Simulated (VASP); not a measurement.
# Si2WC3 (P3m1) in VASP: notebook

One crystal, Si2WC3, is run at these levels: PBE; tasks: equation of state.

Program: VASP 6.6.1. These are calculated values, not measurements. Logs are shortened: lines on timing, memory, paths and dates and some standing lists are left out, and cuts for length are marked.

## 1. The structure

The structure is trigonal, space group P3m1 (No. 156). The conventional cell has a = 3.015 Å, b = 3.015 Å, c = 8.092 Å, α = 90.00°, β = 90.00°, γ = 120.00°. Si (site symmetry 3m) has 4 C at 1.84 to 1.94 Å as nearest neighbours. Si (site symmetry 3m) has 4 C at 1.83 to 1.88 Å as nearest neighbours. W (site symmetry 3m) has 6 C at 2.14 to 2.38 Å as nearest neighbours. Around C (site symmetry 3m) lie 3 Si at 1.94 Å. Around C (site symmetry 3m) lie 4 Si at 1.84 to 1.88 Å. C (site symmetry 3m) has 1 Si at 1.83 Å as nearest neighbours.

The cell was built by a generator and needn't be a form met in nature.

## 2. Equation of state, PBE, 10.61 Å³/atom

Contents of INCAR:

```
PREC = Accurate
ENCUT = 520
EDIFF = 1E-6
ISMEAR = 0
SIGMA = 0.03
LREAL = F
LASPH = T
NELM = 100
ALGO = Normal
ISIF = 4
LWAVE = F
LCHARG = F
GGA = PE
IBRION = 2
NSW = 30
EDIFFG = -0.02
```

Contents of KPOINTS:

```
Automatic mesh
0
Gamma
  10 10 4
```

Contents of POSCAR:

```
Si2WC3
1.0
    3.0146260000      0.0000000000      0.0000000000
   -1.5073130000      2.6107430000      0.0000000000
    0.0000000000      0.0000000000      8.0921400000
Si W C
2 1 3
Direct
    0.0000000000      0.0000000000      0.8979010000
    0.3333330000      0.6666670000      0.5832590000
    0.0000000000      0.0000000000      0.2031560000
    0.3333330000      0.6666670000      0.0027220000
    0.0000000000      0.0000000000      0.6705840000
    0.3333330000      0.6666670000      0.3573680000
```

Potentials or basis: VASP PAW PBE potentials, release 64 (Si, W_sv, C).

Run with:

```bash
cat potpaw_PBE.64/Si/POTCAR potpaw_PBE.64/W_sv/POTCAR potpaw_PBE.64/C/POTCAR > POTCAR
mpirun -np 1 vasp_std > vasp.out
```

OUTCAR:

```text
PREC = Accurate
   ENCUT = 520
   EDIFF = 1E-6
   ISMEAR = 0
   LREAL = F
   LASPH = T
   NELM = 100
   ISIF = 4
   GGA = PE
   IBRION = 2
   NSW = 30
   EDIFFG = -0.02

 ion  position               nearest neighbor table
   1  0.000  0.000  0.898-   5 1.84   4 1.94   4 1.94   4 1.94   3 2.47   2 3.08   2 3.08   2 3.08

   2  0.333  0.667  0.583-   6 1.83   5 1.88   5 1.88   5 1.88   1 3.08   1 3.08   1 3.08
   3  0.000  0.000  0.203-   6 2.14   6 2.14   6 2.14   4 2.38   4 2.38   4 2.38   1 2.47
   4  0.333  0.667  0.003-   1 1.94   1 1.94   1 1.94   3 2.38   3 2.38   3 2.38
   5  0.000  0.000  0.671-   1 1.84   2 1.88   2 1.88   2 1.88
   6  0.333  0.667  0.357-   2 1.83   3 2.14   3 2.14   3 2.14

  LATTYP: Found a hexagonal cell.
 ALAT       =     3.0146260000
 C/A-ratio  =     2.6842931760

  Lattice vectors:

 A1 = (   3.0146260000,   0.0000000000,   0.0000000000)
 A2 = (  -1.5073130000,   2.6107430000,   0.0000000000)
 A3 = (   0.0000000000,   0.0000000000,   8.0921400000)

Analysis of symmetry for initial positions (statically):
=====================================================================
 Subroutine PRICEL returns:
 Original cell was already a primitive cell.

 Routine SETGRP: Setting up the symmetry group for a
 hexagonal supercell.

 Subroutine GETGRP returns: Found  6 space group operations
 (whereof  6 operations were pure point group operations)
 out of a pool of 24 trial point group operations.

The static configuration has the point symmetry C_3v.

Analysis of symmetry for dynamics (positions and initial velocities):
=====================================================================
 Subroutine PRICEL returns:
 Original cell was already a primitive cell.

 Routine SETGRP: Setting up the symmetry group for a
 hexagonal supercell.

 Subroutine GETGRP returns: Found  6 space group operations
 (whereof  6 operations were pure point group operations)
 out of a pool of 24 trial point group operations.

The dynamic configuration has the point symmetry C_3v.

 Subroutine INISYM returns: Found  6 space group operations
 (whereof  6 operations are pure point group operations),
 and found     1 'primitive' translations

----------------------------------------------------------------------------------------

                                     Primitive cell

  volume of cell :      63.6885

  direct lattice vectors                    reciprocal lattice vectors
     3.014626000  0.000000000  0.000000000     0.331716107  0.191516361  0.000000000
    -1.507313000  2.610743000  0.000000000     0.000000000  0.383032723  0.000000000
     0.000000000  0.000000000  8.092140000     0.000000000  0.000000000  0.123576705

  length of vectors
     3.014626000  3.014626261  8.092140000     0.383032756  0.383032723  0.123576705

  position of ions in fractional coordinates (direct lattice)
     0.000000000  0.000000000  0.897901000
     0.333333000  0.666667000  0.583259000
     0.000000000  0.000000000  0.203156000
     0.333333000  0.666667000  0.002722000
     0.000000000  0.000000000  0.670584000
     0.333333000  0.666667000  0.357368000

  ion indices of the primitive-cell ions
   primitive index   ion index
                 1           1
                 2           2
                 3           3
                 4           4
                 5           5
                 6           6

----------------------------------------------------------------------------------------

 KPOINTS: Automatic mesh

Automatic generation of k-mesh.
 Grid dimensions read from file:
 generate k-points for:   10   10    4

 Generating k-lattice:

  Cartesian coordinates                     Fractional coordinates (reciprocal lattice)
     0.033171611  0.019151636  0.000000000     0.100000000  0.000000000  0.000000000
     0.000000000  0.038303272  0.000000000     0.000000000  0.100000000  0.000000000
     0.000000000  0.000000000  0.030894176     0.000000000  0.000000000  0.250000000

  Length of vectors
     0.038303276  0.038303272  0.030894176

  Shift w.r.t. Gamma in fractional coordinates (k-lattice)
     0.000000000  0.000000000  0.000000000

 Subroutine IBZKPT returns following result:
 ===========================================

 Found     50 irreducible k-points:

 Following reciprocal coordinates:
            Coordinates               Weight
  0.000000  0.000000  0.000000      1.000000
  0.100000 -0.000000  0.000000      6.000000
  0.200000 -0.000000  0.000000      6.000000
  0.300000  0.000000  0.000000      6.000000
  0.400000 -0.000000  0.000000      6.000000
  0.500000 -0.000000  0.000000      3.000000
[... 16 lines left out ...]
  0.000000  0.400000  0.250000      6.000000
  0.500000 -0.000000  0.250000      6.000000
 [... further k-points ...]
   k-points           NKPTS =     50   k-points in BZ     NKDIM =     50   number of bands    NBANDS=     21
   number of dos      NEDOS =    301   number of ions     NIONS =      6
   total plane-waves  NPLWV =  34560
   dimension x,y,z NGX =    24 NGY =   24 NGZ =   60
   dimension x,y,z NGXF=    48 NGYF=   48 NGZF=  120
   ions per type =               2   1   3
   NGX,Y,Z   is equivalent  to a cutoff of  13.24, 13.24, 12.33 a.u.
   NGXF,Y,Z  is equivalent  to a cutoff of  26.47, 26.47, 24.65 a.u.
 SYSTEM =  unknown system
   PREC   = accura    normal or accurate (medium, high low for compatibility)
   ISTART =      0    job   : 0-new  1-cont  2-samecut
   ICHARG =      2    charge: 1-file 2-atom 10-const
   ISPIN  =      1    spin polarized calculation?
   LNONCOLLINEAR =      F non collinear calculations
   LSORBIT =      F    spin-orbit coupling
   LASPH  =      T    aspherical Exc in radial PAW
   ENCUT  =  520.0 eV  38.22 Ry    6.18 a.u.   5.61  5.61 15.05*2*pi/ulx,y,z
   NELM   =    100;   NELMIN=  2; NELMDL= -5     # of ELM steps
   EDIFF  = 0.1E-05   stopping-criterion for ELM
   LREAL  =      F    real-space projection
   EDIFFG = -.2E-01   stopping-criterion for IOM
   NSW    =     30    number of steps for IOM
   IBRION =      2    ionic relax: 0-MD 1-quasi-New 2-CG
   NFREE  =      1    steps in history (QN), initial steepest desc. (CG)
   ISIF   =      4    stress and relaxation
   ISYM   =      2    0-nonsym 1-usesym 2-fastsym
   POTIM  = 0.5000    time-step for ionic-motion
   TEBEG  =    0.0;   TEEND  =   0.0 temperature during run
   PSTRESS=    0.0 pullay stress
   NELECT =      34.0000    total number of electrons
   NUPDOWN=      -1.0000    fix difference up-down
   EMIN   =  10.00;   EMAX   =-10.00  energy-range for DOS
   EFERMI =   0.00;   METHOD = LEGACY
   ISMEAR =     0;   SIGMA  =   0.03  broadening in eV -4-tet -1-fermi 0-gaus
   EFERMI_NEDOS =   21; number of points for ismear=-14 and -15
   IALGO  =     38    algorithm
   IMIX   =      4    mixing-type and parameters
     AMIX     =   0.40;   BMIX     =  1.00
     AMIX_MAG =   1.60;   BMIX_MAG =  1.00
  volume/ion in A,a.u.               =      10.61        71.63
  Fermi-wavevector in a.u.,A,eV,Ry     =   1.328049  2.509649 23.996794  1.763715
  Thomas-Fermi vector in A             =   2.457316
   LORBIT       =      0    0 simple, 1 ext, 2 COOP (PROOUT), +10 PAW based schemes
   GGA     = PE    functional components
   LHFCALC =     F    Hartree Fock is set to
   AEXX    =    0.0000 exact exchange contribution
   IVDW    =     0    specifies the selected vdW correction
   LEPSILON=     F    determine dielectric tensor
   LRPA    =     F    only Hartree local field effects (RPA)
 conjugate gradient relaxation of ions
 non-spin polarized calculation
 Gauss-broadening in eV      SIGMA  =   0.03
  energy-cutoff  :      520.00
  volume of cell :       63.69
 maximum number of plane-waves:      1770
 NGX is ok and might be reduce to    24
   NGX = 11   NGY = 11   NGZ = 31

 number of electron      33.9999997 magnetization

 Free energy of the ion-electron system (eV)
  ---------------------------------------------------
  ext. energy  EPLUGINS =         0.00000000
  ---------------------------------------------------
  free energy    TOTEN  =       -50.64301247 eV

  energy without entropy =      -50.64301247  energy(sigma->0) =      -50.64301247

 E-fermi :   9.8480     XC(G=0): -12.0748

 val. band max:        9.6044074325   @ k =   0.1000  -0.0000   0.5000
 cond. band min:      10.4315436655   @ k =   0.2000   0.2000   0.0000
 fundamental gap:      0.8271362330
 Fermi energy:         9.8480144337

 k-point     1 :       0.0000    0.0000    0.0000
  band No.  band energies     occupation
      1     -64.6341      2.00000
      2     -28.9049      2.00000
      3     -28.6043      2.00000
      4     -28.6043      2.00000
      5      -6.9623      2.00000
      6      -5.1933      2.00000
[... 13 lines left out ...]
     20      13.8418      0.00000
     21      13.9654      0.00000

 k-point     2 :       0.1000   -0.0000    0.0000
  band No.  band energies     occupation
      1     -64.6307      2.00000
      2     -28.8960      2.00000
      3     -28.6588      2.00000
      4     -28.6169      2.00000
      5      -6.7784      2.00000
      6      -5.0279      2.00000
[... 13 lines left out ...]
     20      13.6269      0.00000
     21      14.0466      0.00000

 k-point     3 :       0.2000   -0.0000    0.0000
  band No.  band energies     occupation
      1     -64.6220      2.00000
      2     -28.8727      2.00000
      3     -28.7993      2.00000
      4     -28.6496      2.00000
      5      -6.2370      2.00000
      6      -4.5458      2.00000
[... 13 lines left out ...]
     20      13.4092      0.00000
     21      13.9097      0.00000
[... 457 lines left out ...]
 k-point    23 :       0.0000    0.4000    0.2500
  band No.  band energies     occupation
      1     -64.6023      2.00000
      2     -29.1040      2.00000
      3     -28.8193      2.00000
      4     -28.7221      2.00000
      5      -4.2701      2.00000
      6      -3.0103      2.00000
[... 13 lines left out ...]
     20      12.4068      0.00000
     21      12.8785      0.00000

 k-point    24 :       0.5000   -0.0000    0.2500
  band No.  band energies     occupation
      1     -64.5990      2.00000
      2     -29.1546      2.00000
      3     -28.8102      2.00000
      4     -28.7344      2.00000
      5      -3.5131      2.00000
      6      -2.6451      2.00000
[... 13 lines left out ...]
     20      12.8108      0.00000
     21      12.9337      0.00000

 [... further k-points ...]
[... 5 lines left out ...]
  --------------------------------------------------------------------------------------
  -------------------------------------------------------------------------------------
  Total       -0.0001809     -0.0001809      0.0042785      0.0000000      0.0000000      0.0000000
  in kB       -0.0045500     -0.0045500      0.1076309      0.0000000      0.0000000      0.0000000
  external PRESSURE =       0.0328437 kB  Pullay stress =       0.0000000 kB

 VOLUME and BASIS-vectors are now :
 -----------------------------------------------------------------------------
  energy-cutoff  :      520.00
  volume of cell :       63.69
      direct lattice vectors                 reciprocal lattice vectors
     3.014626000  0.000000000  0.000000000     0.331716107  0.191516361  0.000000000
    -1.507313000  2.610743000  0.000000000     0.000000000  0.383032723  0.000000000
     0.000000000  0.000000000  8.092140000     0.000000000  0.000000000  0.123576705

 POSITION                                       TOTAL-FORCE (eV/Angst)
 -----------------------------------------------------------------------------------
      0.00000      0.00000      7.26594         0.000000     -0.000000     -0.000759
     -0.00000      1.74050      4.71981        -0.000000      0.000000      0.001392
      0.00000      0.00000      1.64397        -0.000000      0.000000     -0.000786
     -0.00000      1.74050      0.02203         0.000000      0.000000     -0.000295
      0.00000      0.00000      5.42646         0.000000     -0.000000      0.003599
     -0.00000      1.74050      2.89187        -0.000000      0.000000     -0.003150
 -----------------------------------------------------------------------------------
    total drift:                                0.000839     -0.000485      0.000191

  FREE ENERGIE OF THE ION-ELECTRON SYSTEM (eV)
  ---------------------------------------------------
  free  energy   TOTEN  =       -50.6430124729 eV

  energy  without entropy=      -50.6430124729  energy(sigma->0) =      -50.64301247

 reached required accuracy - stopping structural energy minimisation
```

It took 41 s on 1 thread of AMD EPYC 9R45 (Zen 5), shared host; peak memory 0.19 GiB.

Results:

| Item | Value |
| --- | --- |
| Free energy | -50.6430 eV |
| Pressure | 0.0 GPa |
| Largest force | 0.004 eV/Å |
| Band gap on the k mesh | 0.83 eV, indirect (least direct gap 1.49 eV) |

Caveat: spin-orbit coupling is left out, which moves the levels of the heavy elements.

## 3. Equation of state, PBE, 10.30 Å³/atom (volume scaled by 0.97)

INCAR is that of step 2.

KPOINTS is that of step 2.

POSCAR, as its differences from that of step 2:

```diff
@@ -2,5 +2,5 @@
 1.0
-    3.0146260000      0.0000000000      0.0000000000
-   -1.5073130000      2.6107430000      0.0000000000
-    0.0000000000      0.0000000000      8.0921400000
+    2.9841731503      0.0000000000      0.0000000000
+   -1.4920865751      2.5843700555      0.0000000000
+    0.0000000000      0.0000000000      8.0103956233
 Si W C
```

Potentials or basis: VASP PAW PBE potentials, release 64 (Si, W_sv, C).

Run with:

```bash
cat potpaw_PBE.64/Si/POTCAR potpaw_PBE.64/W_sv/POTCAR potpaw_PBE.64/C/POTCAR > POTCAR
mpirun -np 1 vasp_std > vasp.out
```

It took 1.8 min on 1 thread of AMD EPYC 9R45 (Zen 5), shared host; peak memory 0.2 GiB.

It converged, with:

| Quantity | Value |
| --- | --- |
| Free energy | -50.5958 eV |
| Pressure | 8.0 GPa |
| Largest force | 0.017 eV/Å |
| Band gap on the k mesh | 0.83 eV, indirect (least direct gap 1.56 eV) |

Caveat: spin-orbit coupling is left out, which moves the levels of the heavy elements.

## 4. Equation of state, PBE, 10.93 Å³/atom (volume scaled by 1.03)

INCAR is that of step 3.

KPOINTS is that of step 3.

POSCAR, as its differences from that of step 3:

```diff
@@ -2,5 +2,5 @@
 1.0
-    2.9841731503      0.0000000000      0.0000000000
-   -1.4920865751      2.5843700555      0.0000000000
-    0.0000000000      0.0000000000      8.0103956233
+    3.0444757234      0.0000000000      0.0000000000
+   -1.5222378617      2.6365936218      0.0000000000
+    0.0000000000      0.0000000000      8.1722654090
 Si W C
```

Run with:

```bash
cat potpaw_PBE.64/Si/POTCAR potpaw_PBE.64/W_sv/POTCAR potpaw_PBE.64/C/POTCAR > POTCAR
mpirun -np 1 vasp_std > vasp.out
```

Run time: 1.8 min. Hardware: 1 thread of AMD EPYC 9R45 (Zen 5), shared host; peak memory 0.2 GiB.

Results (log left out):

| Item | Value |
| --- | --- |
| Free energy | -50.6017 eV |
| Pressure | -6.9 GPa |
| Largest force | 0.009 eV/Å |
| Band gap on the k mesh | 0.81 eV, indirect (least direct gap 1.41 eV) |

Caveat: spin-orbit coupling is left out, which moves the levels of the heavy elements.

## 5. Equation of state, PBE, 9.98 Å³/atom (volume scaled by 0.94)

INCAR is that of step 4.

KPOINTS is that of step 4.

POSCAR, as its differences from that of step 4:

```diff
@@ -2,5 +2,5 @@
 1.0
-    3.0444757234      0.0000000000      0.0000000000
-   -1.5222378617      2.6365936218      0.0000000000
-    0.0000000000      0.0000000000      8.1722654090
+    2.9530857526      0.0000000000      0.0000000000
+   -1.4765428763      2.5574475762      0.0000000000
+    0.0000000000      0.0000000000      7.9269479338
 Si W C
```

Run with:

```bash
cat potpaw_PBE.64/Si/POTCAR potpaw_PBE.64/W_sv/POTCAR potpaw_PBE.64/C/POTCAR > POTCAR
mpirun -np 1 vasp_std > vasp.out
```

Run time: 2.5 min. Hardware: 1 thread of AMD EPYC 9R45 (Zen 5), shared host; peak memory 0.19 GiB.

Results (log left out):

```yaml
Free_energy: -50.4452 eV
Pressure: 17.4 GPa
Largest_force: 0.004 eV/Å
Band_gap_on_the_k_mesh: 0.77 eV, indirect (least direct gap 1.64 eV)
```

Caveat: spin-orbit coupling is left out, which moves the levels of the heavy elements.

## 6. Equation of state, PBE, 11.25 Å³/atom (volume scaled by 1.06)

INCAR is that of step 5.

KPOINTS is that of step 5.

POSCAR, as its differences from that of step 5:

```diff
@@ -2,5 +2,5 @@
 1.0
-    2.9530857526      0.0000000000      0.0000000000
-   -1.4765428763      2.5574475762      0.0000000000
-    0.0000000000      0.0000000000      7.9269479338
+    3.0737513244      0.0000000000      0.0000000000
+   -1.5368756622      2.6619470388      0.0000000000
+    0.0000000000      0.0000000000      8.2508497048
 Si W C
```

Potentials or basis: VASP PAW PBE potentials, release 64 (Si, W_sv, C).

Run with:

```bash
cat potpaw_PBE.64/Si/POTCAR potpaw_PBE.64/W_sv/POTCAR potpaw_PBE.64/C/POTCAR > POTCAR
mpirun -np 1 vasp_std > vasp.out
```

Run time: 2 min. Hardware: 1 thread of AMD EPYC 9R45 (Zen 5), shared host; peak memory 0.21 GiB.

The run converged. Its results:

* Free energy: -50.4846 eV
* Pressure: -12.7 GPa
* Largest force: 0.012 eV/Å
* Band gap on the k mesh: 0.80 eV, indirect (least direct gap 1.34 eV)

Caveat: spin-orbit coupling is left out, which moves the levels of the heavy elements.

## 7. Equation of state, PBE, 9.66 Å³/atom (volume scaled by 0.91)

INCAR is that of step 6.

KPOINTS is that of step 6.

POSCAR, as its differences from that of step 6:

```diff
@@ -2,5 +2,5 @@
 1.0
-    3.0737513244      0.0000000000      0.0000000000
-   -1.5368756622      2.6619470388      0.0000000000
-    0.0000000000      0.0000000000      8.2508497048
+    2.9213296812      0.0000000000      0.0000000000
+   -1.4606648406      2.5299460085      0.0000000000
+    0.0000000000      0.0000000000      7.8417053280
 Si W C
```

Run with:

```bash
cat potpaw_PBE.64/Si/POTCAR potpaw_PBE.64/W_sv/POTCAR potpaw_PBE.64/C/POTCAR > POTCAR
mpirun -np 1 vasp_std > vasp.out
```

It took 2.5 min on 1 thread of AMD EPYC 9R45 (Zen 5), shared host; peak memory 0.19 GiB.

Results (log left out):

* Free energy: -50.1741 eV
* Pressure: 28.3 GPa
* Largest force: 0.010 eV/Å
* Band gap on the k mesh: 0.71 eV, indirect (least direct gap 1.71 eV)

Caveat: spin-orbit coupling is left out, which moves the levels of the heavy elements.

## 8. Equation of state, PBE, 11.57 Å³/atom (volume scaled by 1.09)

INCAR is that of step 7.

KPOINTS is that of step 7.

POSCAR, as its differences from that of step 7:

```diff
@@ -2,5 +2,5 @@
 1.0
-    2.9213296812      0.0000000000      0.0000000000
-   -1.4606648406      2.5299460085      0.0000000000
-    0.0000000000      0.0000000000      7.8417053280
+    3.1024796374      0.0000000000      0.0000000000
+   -1.5512398187      2.6868264906      0.0000000000
+    0.0000000000      0.0000000000      8.3279649194
 Si W C
```

Run with:

```bash
cat potpaw_PBE.64/Si/POTCAR potpaw_PBE.64/W_sv/POTCAR potpaw_PBE.64/C/POTCAR > POTCAR
mpirun -np 1 vasp_std > vasp.out
```

Run time: 2 min. Hardware: 1 thread of AMD EPYC 9R45 (Zen 5), shared host; peak memory 0.21 GiB.

Results (log left out):

```yaml
Free_energy: -50.3027 eV
Pressure: -17.8 GPa
Largest_force: 0.012 eV/Å
Band_gap_on_the_k_mesh: 0.78 eV, indirect (least direct gap 1.27 eV)
```

Caveat: spin-orbit coupling is left out, which moves the levels of the heavy elements.
